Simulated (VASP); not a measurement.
Data:

```yaml
crystal:
  lattice:
    - [3.98890, 0.00000, 0.00000]
    - [0.00000, 3.98890, 0.00000]
    - [0.00000, 0.00000, 4.09812]
  atoms:
    - { symbol: Ba, position: [0.00000, 0.00000, 0.00325] }
    - { symbol: Ti, position: [0.50000, 0.50000, 0.52100] }
    - { symbol: O, position: [0.50000, 0.50000, 0.97124] }
    - { symbol: O, position: [0.00000, 0.50000, 0.48425] }
    - { symbol: O, position: [0.50000, 0.00000, 0.48425] }
```

The numbers are results of optB86b-vdW, VASP's PBE PAW potentials (set 64) (plane waves; VASP), not measurements. Run with 520 eV cut-off, Gaussian smearing of 0.050 eV, potentials Ba_sv Ti_sv O.

Unless said otherwise, spin-orbit coupling is left out, though it shifts the bands of the heavy elements here.

**Question.** Predict the band gap (along the path) with the smallest direct gap where there is one.

**Answer.** 
```yaml
band gap (along the path): 1.77 eV
smallest direct gap (along the path): 2.22 eV
```

The compound is BaTiO3 in the tetragonal perovskite structure. It was relaxed first.
